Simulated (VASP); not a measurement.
Given:

```xyz
4
Lattice="2.7879 0.0000 0.0000 -1.3939 2.4144 0.0000 0.0000 0.0000 6.9582" Properties=species:S:1:pos:R:3 pbc="T T T"
W      0.0000     1.6096     0.2447
W      1.3939     0.8048     3.7238
O      0.0000     1.6096     2.3646
O      1.3939     0.8048     5.8437
```

Method: r2SCAN meta-GGA, VASP's PBE PAW potentials (set 64) (plane waves; VASP). Numerical set-up: 520 eV cut-off, 14×14×5 Γ-centred mesh, tetrahedra with Blöchl corrections, potentials W_sv O.

The cores are frozen, which limits the accuracy of field gradients.

Q: Give the principal components of the electric field gradient (V/Å²) and the asymmetry η at each nucleus.

A: 
| atom | Vxx | Vyy | Vzz | η |
|---|---|---|---|---|
| W1 | -65.2 | -65.2 | 130.4 | 0.00 |
| W2 | -65.2 | -65.2 | 130.4 | 0.00 |
| O3 | -17.3 | -17.3 | 34.5 | 0.00 |
| O4 | -17.3 | -17.3 | 34.5 | 0.00 |

The structure was generated: WO was put into the wurtzite type (P6_3mc), which need not be its known phase. It was relaxed first, which changed the volume by -36 %.
